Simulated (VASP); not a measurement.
Here is the system:

```
PtSe2
1.0
    1.85211    -3.20794     0.00000
    1.85211     3.20794     0.00000
    0.00000     0.00000     4.72048
Pt Se
1 2
Cartesian
  0.00000   0.00000   0.00000
  1.85211   1.06932   1.25191
  1.85211  -1.06932   3.46857
```

Computed with LDA (Ceperley-Alder, Perdew-Zunger), VASP's LDA PAW potentials (set 64) (plane waves; VASP 6.6.1). Run with 520 eV cut-off, 9×9×7 Γ-centred mesh, first-order Methfessel-Paxton smearing of 0.10 eV, potentials Pt Se.

### Question
The ions and cell shape at fixed volume are relaxed. Give the cell that the relaxation ends in.

### Answer

```
PtSe2
1.0
    1.86500    -3.23027     0.00000
    1.86500     3.23027     0.00000
    0.00000     0.00000     4.65544
Pt Se
1 2
Direct
  0.00000   0.00000   0.00000
  0.33333   0.66667   0.27074
  0.66667   0.33333   0.72926
```
Space group P-3m1 (164), at a tolerance of 0.03 Å.

### Question
How much energy does the relaxation gain?

### Answer
The energy (σ→0) changes by -4.2 meV/atom, in 5 ionic steps.

The compound is PtSe2 in the 1T layered structure. This cell is one point of a volume scan, at 0.97 of the reference volume. Symmetry was kept, so distortions that lower it aren't found.
